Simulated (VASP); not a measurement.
# LuNiC2 with PBEsol + U: from relaxation to properties, part 2 of 11

What structure does LuNiC2 take at this level, and what are its properties? Left out of this account: 1 further run (optics: it diverged and was aborted). The start is a computed cell from the Materials Project.

VASP 6.6.1, plane waves and PAW; the level of theory is named at each step.

Still holding for the runs below: The data set Lu_3 holds the 4f electrons frozen in the core, so no f bands or f moments appear. The k-mesh is coarse for a metal. A U on the itinerant d states of such a compound is hard to justify; it moves the bands at the Fermi level.

So far. Step 2 (Magnetic order: ferromagnetic): The moments fall under 0.1 μB, and the mesh shows no gap.

### 3. Magnetic order: antiferromagnetic, q = (0, 0, 1/2)

This step: PBEsol, DFT+U (Ni d 4 eV), spin-polarised from an antiferromagnetic start, 4f electrons in the core; plane waves and PAW (Lu_3, Ni, C) (VASP 6.6.1).

System of this step: LuNiC2. Symmetry: Amm2, No. 38, orthorhombic system. Conventional cell: a = 3.448 Å, b = 4.457 Å, c = 5.914 Å, α = 90.00°, β = 90.00°, γ = 90.00°. Nearest to Lu lie 8 C at 2.56 to 2.60 Å. Nearest to Ni lie 4 C at 1.91 to 1.96 Å. Nearest to C lie 1 C at 1.37 Å and 2 Ni at 1.91 to 1.96 Å and 4 Lu at 2.56 to 2.60 Å. Nearest to C lie 1 C at 1.37 Å and 2 Ni at 1.91 to 1.96 Å and 4 Lu at 2.56 to 2.60 Å. Farther neighbours are not listed.

Next, a pattern with opposite moments, which needs a doubled cell; q is given in the reciprocal vectors of the primitive cell.

Input file INCAR:

```
SYSTEM = LuNiC2
PREC = Accurate
ENCUT = 520
EDIFF = 1E-06
NELM = 100
ISMEAR = 0
SIGMA = 0.05
LREAL = .FALSE.
ALGO = Normal
GGA = PS
NBANDS = 39
ISPIN = 2
MAGMOM = 0 0 1 -1 0 0 0 0
LDAU = .TRUE.
LDAUTYPE = 2
LDAUL = -1 2 -1
LDAUU = 0 4 0
LDAUJ = 0 0 0
LDAUPRINT = 1
LASPH = .TRUE.
LMAXMIX = 4
LORBIT = 11
LWAVE = .FALSE.
LCHARG = .FALSE.
KPAR = 8
ISIF = 2
```

Input file POSCAR:

```
LuNiC2
1.0
    3.4477031900      0.0000000000      0.0000000000
    0.0000000000      2.2283648400      2.9569991500
    0.0000000000     -4.4567296800      5.9139983000
Lu Ni C
2 2 4
Direct
    0.0000000000      0.9982328700      0.4991164350
    0.0000000000      0.9982328700      0.9991164350
    0.5000000000      0.3889052300      0.1944526150
    0.5000000000      0.3889052300      0.6944526150
    0.5000000000      0.8530720600      0.2723954250
    0.5000000000      0.8530720600      0.7723954250
    0.5000000000      0.5447908500      0.4265360300
    0.5000000000      0.5447908500      0.9265360300
```

Input file KPOINTS:

```
Automatic mesh
0
Gamma
7 6 3
0 0 0
```

PAW data sets: Lu_3, Ni and C (PBE family, release 64).

The run is started by

```bash
> mpirun -np 8 vasp_std
```

Log:

```text
[banner, memory and clock lines left out]
running    8 mpi-ranks, on    1 nodes
 distrk:  each k-point on    1 cores,    8 groups
 distr:  one band on    1 cores,    1 groups

 POSCAR found type information on POSCAR LuNiC
 POSCAR found :  3 types and       8 ions
 [... a notice as in an earlier step ...]

 [... a notice as in an earlier step ...]

 LDA part: xc-table for (Slater+PW92), standard interpolation
|                                                                             |
|           W    W    AA    RRRRR   N    N  II  N    N   GGGG   !!!           |
|           W    W   A  A   R    R  NN   N  II  NN   N  G    G  !!!           |
|           W    W  A    A  R    R  N N  N  II  N N  N  G       !!!           |
|           W WW W  AAAAAA  RRRRR   N  N N  II  N  N N  G  GGG   !            |
|           WW  WW  A    A  R   R   N   NN  II  N   NN  G    G                |
|           W    W  A    A  R    R  N    N  II  N    N   GGGG   !!!           |
|                                                                             |
|     Your reciprocal lattice and k-lattice belong to different lattice       |
|     classes:                                                                |
|                                                                             |
|        The reciprocal lattice is simple monoclinic,                         |
|        whereas your k-lattice is base centered orthorhombic.                |
|                                                                             |
|     Results are often still useful ...                                      |
|                                                                             |

 POSCAR, INCAR and KPOINTS ok, starting setup
 FFT: planning ... GRIDC
 FFT: planning ... GRID_SOFT
 FFT: planning ... GRID
 WAVECAR not read
 entering main loop
       N       E                     dE             d eps       ncg     rms          rms(c)
DAV:   1     0.361820078104E+03    0.36182E+03   -0.23294E+04 10986   0.167E+03
DAV:   2    -0.257341251009E+02   -0.38755E+03   -0.36761E+03 11576   0.672E+02
DAV:   3    -0.656667832356E+02   -0.39933E+02   -0.38933E+02 12409   0.177E+02
DAV:   4    -0.670679818843E+02   -0.14012E+01   -0.13892E+01 11400   0.229E+01
DAV:   5    -0.671043730554E+02   -0.36391E-01   -0.36294E-01 10765   0.472E+00    0.470E+01
DAV:   6    -0.753344254140E+02   -0.82301E+01   -0.11975E+02 10952   0.164E+02    0.484E+01
DAV:   7    -0.588546744644E+02    0.16480E+02   -0.48314E+01  9968   0.115E+02    0.189E+01
DAV:   8    -0.602025783330E+02   -0.13479E+01   -0.14661E+01 12200   0.471E+01    0.177E+01
DAV:   9    -0.592344123042E+02    0.96817E+00   -0.60466E+00  9726   0.389E+01    0.651E+00
DAV:  10    -0.592790819151E+02   -0.44670E-01   -0.73085E-01 11914   0.100E+01    0.416E+00
DAV:  11    -0.592425422538E+02    0.36540E-01   -0.60848E-02 10146   0.333E+00    0.301E+00
DAV:  12    -0.592296376441E+02    0.12905E-01   -0.27382E-02 11562   0.179E+00    0.189E+00
DAV:  13    -0.592210958370E+02    0.85418E-02   -0.10788E-02 11042   0.154E+00    0.800E-01
DAV:  14    -0.592193555577E+02    0.17403E-02   -0.47560E-03 11512   0.740E-01    0.401E-01
DAV:  15    -0.592190313693E+02    0.32419E-03   -0.74296E-04 11920   0.314E-01    0.199E-01
DAV:  16    -0.592189478914E+02    0.83478E-04   -0.18048E-04 11656   0.177E-01    0.663E-02
DAV:  17    -0.592189441925E+02    0.36988E-05   -0.52274E-05 10760   0.725E-02    0.179E-02
DAV:  18    -0.592189451003E+02   -0.90780E-06   -0.90187E-06  8720   0.324E-02
   1 F= -.59218945E+02 E0= -.59217650E+02  d E =-.258961E-02  mag=    -0.0000
```

Elapsed: 55 s, on 8 MPI ranks of Intel Xeon 6975P-C (Granite Rapids), shared host; peak memory 3.2 GiB.

OUTCAR, selected parts (step 3):

```text
  LATTYP: Found a simple monoclinic cell.
 ALAT       =     3.7026279631
 B/A-ratio  =     0.9311503139
 C/A-ratio  =     1.9742407799
 COS(beta)  =    -0.2273346459

 Subroutine GETGRP returns: Found  2 space group operations
 (whereof  2 operations were pure point group operations)

The static configuration has the point symmetry C_1h.

 Found     40 irreducible k-points:

   k-points           NKPTS =     40   k-points in BZ     NKDIM =     40   number of bands    NBANDS=     39

   dimension x,y,z NGX =    28 NGY =   28 NGZ =   56
   dimension x,y,z NGXF=    56 NGYF=   56 NGZF=  112

   ENCUT  =  520.0 eV  38.22 Ry    6.18 a.u.   6.41  6.88 13.77*2*pi/ulx,y,z

   NELECT =      54.0000    total number of electrons

atom =   3  type =  2  l = 2

 onsite density matrix

spin component  1

  0.8791  0.0000  0.0000  0.0000  0.0000
  0.0000  0.7571 -0.0000  0.0000 -0.0000
  0.0000 -0.0000  0.8932  0.0000  0.0144
  0.0000  0.0000  0.0000  0.9301  0.0000
  0.0000 -0.0000  0.0144  0.0000  0.8900

spin component  2

  0.8791  0.0000  0.0000 -0.0000  0.0000
  0.0000  0.7571 -0.0000  0.0000  0.0000
  0.0000 -0.0000  0.8931  0.0000  0.0144
 -0.0000  0.0000  0.0000  0.9300  0.0000
  0.0000  0.0000  0.0144  0.0000  0.8899

 occupancies and eigenvectors

  o =  0.7571  v =  0.0000  0.0000  0.0000  0.0000  0.0000  0.0000 -1.0000 -0.0000 -0.0000  0.0000      0.0000  0.0000  0.0000  0.0000  0.0000  0.0000  0.0000  0.0000  0.0000  0.0000
  o =  0.7571  v =  0.0000 -1.0000 -0.0000  0.0000 -0.0000  0.0000  0.0000  0.0000  0.0000  0.0000      0.0000  0.0000  0.0000  0.0000  0.0000  0.0000  0.0000  0.0000  0.0000  0.0000
  o =  0.8771  v =  0.0000  0.0000  0.0000  0.0000  0.0000  0.0000 -0.0000  0.6670  0.0000 -0.7451      0.0000  0.0000  0.0000  0.0000  0.0000  0.0000  0.0000  0.0000  0.0000  0.0000
  o =  0.8771  v = -0.0000  0.0000 -0.6670 -0.0000  0.7451  0.0000  0.0000  0.0000  0.0000  0.0000      0.0000  0.0000  0.0000  0.0000  0.0000  0.0000  0.0000  0.0000  0.0000  0.0000
  o =  0.8791  v =  0.0000  0.0000  0.0000  0.0000  0.0000  1.0000  0.0000 -0.0000  0.0000  0.0000      0.0000  0.0000  0.0000  0.0000  0.0000  0.0000  0.0000  0.0000  0.0000  0.0000
  o =  0.8791  v =  1.0000  0.0000 -0.0000 -0.0000  0.0000  0.0000  0.0000  0.0000  0.0000  0.0000      0.0000  0.0000  0.0000  0.0000  0.0000  0.0000  0.0000  0.0000  0.0000  0.0000
  o =  0.9060  v =  0.0000  0.0000  0.0000  0.0000  0.0000  0.0000  0.0000  0.7451 -0.0000  0.6670      0.0000  0.0000  0.0000  0.0000  0.0000  0.0000  0.0000  0.0000  0.0000  0.0000
  o =  0.9060  v =  0.0000 -0.0000  0.7451 -0.0000  0.6670  0.0000  0.0000  0.0000  0.0000  0.0000      0.0000  0.0000  0.0000  0.0000  0.0000  0.0000  0.0000  0.0000  0.0000  0.0000
  o =  0.9300  v =  0.0000  0.0000  0.0000  0.0000  0.0000 -0.0000 -0.0000  0.0000  1.0000  0.0000      0.0000  0.0000  0.0000  0.0000  0.0000  0.0000  0.0000  0.0000  0.0000  0.0000
  o =  0.9301  v = -0.0000 -0.0000 -0.0000 -1.0000 -0.0000  0.0000  0.0000  0.0000  0.0000  0.0000      0.0000  0.0000  0.0000  0.0000  0.0000  0.0000  0.0000  0.0000  0.0000  0.0000

atom =   4  type =  2  l = 2

 onsite density matrix

spin component  1

spin component  2

 occupancies and eigenvectors

  o =  0.7571  v =  0.0000 -1.0000 -0.0000 -0.0000  0.0000  0.0000  0.0000  0.0000  0.0000  0.0000      0.0000  0.0000  0.0000  0.0000  0.0000  0.0000  0.0000  0.0000  0.0000  0.0000
  o =  0.7571  v =  0.0000  0.0000  0.0000  0.0000  0.0000  0.0000 -1.0000 -0.0000  0.0000 -0.0000      0.0000  0.0000  0.0000  0.0000  0.0000  0.0000  0.0000  0.0000  0.0000  0.0000
  o =  0.8771  v =  0.0000 -0.0000  0.6670 -0.0000 -0.7451  0.0000  0.0000  0.0000  0.0000  0.0000      0.0000  0.0000  0.0000  0.0000  0.0000  0.0000  0.0000  0.0000  0.0000  0.0000
  o =  0.8771  v =  0.0000  0.0000  0.0000  0.0000  0.0000 -0.0000  0.0000 -0.6670 -0.0000  0.7451      0.0000  0.0000  0.0000  0.0000  0.0000  0.0000  0.0000  0.0000  0.0000  0.0000
  o =  0.8791  v =  1.0000  0.0000 -0.0000  0.0000  0.0000  0.0000  0.0000  0.0000  0.0000  0.0000      0.0000  0.0000  0.0000  0.0000  0.0000  0.0000  0.0000  0.0000  0.0000  0.0000
  o =  0.8791  v =  0.0000  0.0000  0.0000  0.0000  0.0000  1.0000  0.0000 -0.0000 -0.0000  0.0000      0.0000  0.0000  0.0000  0.0000  0.0000  0.0000  0.0000  0.0000  0.0000  0.0000
  o =  0.9060  v =  0.0000  0.0000  0.7451 -0.0000  0.6670  0.0000  0.0000  0.0000  0.0000  0.0000      0.0000  0.0000  0.0000  0.0000  0.0000  0.0000  0.0000  0.0000  0.0000  0.0000
  o =  0.9060  v =  0.0000  0.0000  0.0000  0.0000  0.0000  0.0000 -0.0000  0.7451 -0.0000  0.6670      0.0000  0.0000  0.0000  0.0000  0.0000  0.0000  0.0000  0.0000  0.0000  0.0000
  o =  0.9300  v = -0.0000 -0.0000  0.0000  1.0000  0.0000  0.0000  0.0000  0.0000  0.0000  0.0000      0.0000  0.0000  0.0000  0.0000  0.0000  0.0000  0.0000  0.0000  0.0000  0.0000
  o =  0.9301  v =  0.0000  0.0000  0.0000  0.0000  0.0000 -0.0000 -0.0000 -0.0000 -1.0000 -0.0000      0.0000  0.0000  0.0000  0.0000  0.0000  0.0000  0.0000  0.0000  0.0000  0.0000

 E-fermi :   6.6519

 spin component 1
 k-point     1 :       0.0000    0.0000    0.0000
  band No.  band energies     occupation
    ...
     22       3.6471      1.00000
     23       4.2867      1.00000
     24       4.5112      1.00000
     25       4.7474      1.00000
     26       5.0677      1.00000
     27       6.8902      0.00000
     28       7.0744      0.00000
     29       7.1427      0.00000
     30       8.1868      0.00000
     31       8.8725      0.00000
    ...

 k-point     2 :       0.1429    0.0000    0.0000
  band No.  band energies     occupation
    ...
     22       3.6649      1.00000
     23       4.1797      1.00000
     24       4.3395      1.00000
     25       4.8486      1.00000
     26       5.1854      1.00000
     27       6.6687      0.31721
     28       6.8539      0.00000
     29       7.6147      0.00000
     30       8.0932      0.00000
     31       8.2190      0.00000
    ...

 k-point     3 :       0.2857    0.0000    0.0000
  band No.  band energies     occupation
    ...
     24       4.1681      1.00000
     25       4.9570      1.00000
     26       5.4494      1.00000
     27       6.0300      1.00000
     28       6.4598      1.00000
     29       7.1495      0.00000
     30       8.3914      0.00000
     31       8.5351      0.00000
     32       9.7240      0.00000
     33       9.8527      0.00000
    ...

 k-point     4 :       0.4286    0.0000    0.0000
  band No.  band energies     occupation
    ...
     24       4.3764      1.00000
     25       5.0217      1.00000
     26       5.4024      1.00000
     27       5.6660      1.00000
     28       5.9106      1.00000
     29       6.7689      0.00047
     30       8.8530      0.00000
     31       9.0386      0.00000
     32       9.7779      0.00000
     33      10.9512      0.00000
    ...

  Total       -3.1785849     -3.0730240     -4.4293693      0.0000000     -0.0000147      0.0000000
  in kB      -56.0424403    -54.1812686    -78.0953383      0.0000000     -0.0002598      0.0000000
  external PRESSURE =     -62.7730157 kB  Pullay stress =       0.0000000 kB

  energy-cutoff  :      520.00
  volume of cell :       90.87
      direct lattice vectors                 reciprocal lattice vectors
     3.447703190  0.000000000  0.000000000     0.290048170  0.000000000  0.000000000
     0.000000000  2.228364840  2.956999150     0.000000000  0.224379774  0.169090343
     0.000000000 -4.456729680  5.913998300     0.000000000 -0.112189887  0.084545171

 POSITION                                       TOTAL-FORCE (eV/Angst)
 -----------------------------------------------------------------------------------
      0.00000      0.00000      5.90355        -0.000000      0.000022      0.000617
      0.00000     -2.22836      8.86055        -0.000000      0.000022      0.000617
      1.72385     -0.00000      2.29998         0.000000     -0.000002      0.126000
      1.72385     -2.22836      5.25698         0.000000     -0.000002      0.126000
      1.72385      0.68696      4.13348        -0.000000      0.146309     -0.063298
      1.72385     -1.54140      7.09048        -0.000000      0.146309     -0.063298
      1.72385     -0.68696      4.13348         0.000000     -0.146328     -0.063320
      1.72385     -2.91533      7.09048         0.000000     -0.146328     -0.063320
 -----------------------------------------------------------------------------------
    total drift:                                0.000000      0.000051      0.000395

  FREE ENERGIE OF THE ION-ELECTRON SYSTEM (eV)
  ---------------------------------------------------
  free  energy   TOTEN  =       -59.2189451003 eV

  energy  without entropy=      -59.2163554917  energy(sigma->0) =      -59.21765030

 total charge
# of ion       s       p       d       tot
------------------------------------------
    1        0.355   6.684   1.121   8.160
    2        0.355   6.684   1.121   8.160
    3        0.529   0.751   8.659   9.939
    4        0.529   0.751   8.659   9.939
    5        0.862   1.595   0.000   2.457
    6        0.862   1.595   0.000   2.457
    7        0.862   1.595   0.000   2.457
    8        0.862   1.595   0.000   2.457
--------------------------------------------------
tot          5.218  21.250  19.559  46.027

 magnetization (x)
# of ion       s       p       d       tot
------------------------------------------
    1        0.000   0.000   0.000   0.000
    2       -0.000  -0.000  -0.000  -0.000
    3       -0.000  -0.000   0.000   0.000
    4        0.000   0.000  -0.000  -0.000
    5        0.000   0.000   0.000   0.000
    6       -0.000  -0.000   0.000  -0.000
    7       -0.000  -0.000   0.000  -0.000
    8        0.000   0.000   0.000   0.000
--------------------------------------------------
tot          0.000   0.000   0.000   0.000

[... 6 further parts left out ...]
```

At this level the cell is under a tension of 6.3 GPa, so at these settings it is away from equilibrium.

Numbers from this step:

```yaml
scf_cycles: 18
electrons: 54
bands: 39
irreducible_k_points: 40
symmetry_operations: 2
free_energy_toten: -59.2189 eV
energy_at_zero_smearing: -59.2177 eV
pressure: -6.277 GPa
```

The spin moment in the PAW sphere vanishes on all atoms.

Force by atom:

```csv
atom,x (eV/Å),y (eV/Å),z (eV/Å),size
Lu1,0.000,0.000,0.001,0.001
Lu2,0.000,0.000,0.001,0.001
Ni3,0.000,0.000,0.126,0.126
Ni4,0.000,0.000,0.126,0.126
C5,0.000,0.146,-0.063,0.159
C6,0.000,0.146,-0.063,0.159
C7,0.000,-0.146,-0.063,0.159
C8,0.000,-0.146,-0.063,0.159
```

The energy lies -0.0 meV an atom from the first pattern, a difference of sampling, since both runs hold the same state. The moments fall under 0.1 μB, and the mesh shows no gap.

[end of part 2 of 11]

[Lines on the potential files, build, host, timing and source positions are cut from VASP's logs without a mark.]

[Logs are printed without paths, hosts, clocks, repeated set-up lines and the standing remarks that a program may print on its own settings, such as how far it seeks lower states.]

[Hosts, paths, dates, database ids (printed as entryN), source tags and the programs' standing remarks are cut or masked in the printed files.]

[A measured line is paired with the nearest computed mode of its activity, which favours agreement.]

[In band tables of VASP the shares of atoms and orbitals are scaled to a sum of 1 inside the atoms' spheres.]
